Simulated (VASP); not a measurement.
Input:

```
RhTe
1.0
    3.99764     0.00000     0.00000
   -1.99882     3.46205     0.00000
    0.00000     0.00000     7.35867
Rh Te
2 2
Direct
  0.33333   0.66667   0.01080
  0.66667   0.33333   0.51080
  0.33333   0.66667   0.36420
  0.66667   0.33333   0.86420
```

Method: PBE GGA, VASP's PBE PAW potentials (set 64) (plane waves; VASP). Numerical set-up: 400 eV cut-off, Gaussian smearing of 0.050 eV, potentials Rh_pv Te.

Unless said otherwise, spin-orbit coupling is left out, though it shifts the bands of the heavy elements here.

Problem. Estimate the band gap (along the path) with the smallest direct gap where there is one.

Solution. 
```
Item                                                          Value
-------------------------  ----------------------------------------
band gap (along the path)  none (metal, semimetal or under 0.01 eV)
```

Total energies compare only between runs with the same potentials, cut-off and functional.

The structure was generated: RhTe was put into the wurtzite type (P6_3mc), which need not be its known phase. It was relaxed first, which changed the volume by -25 %.
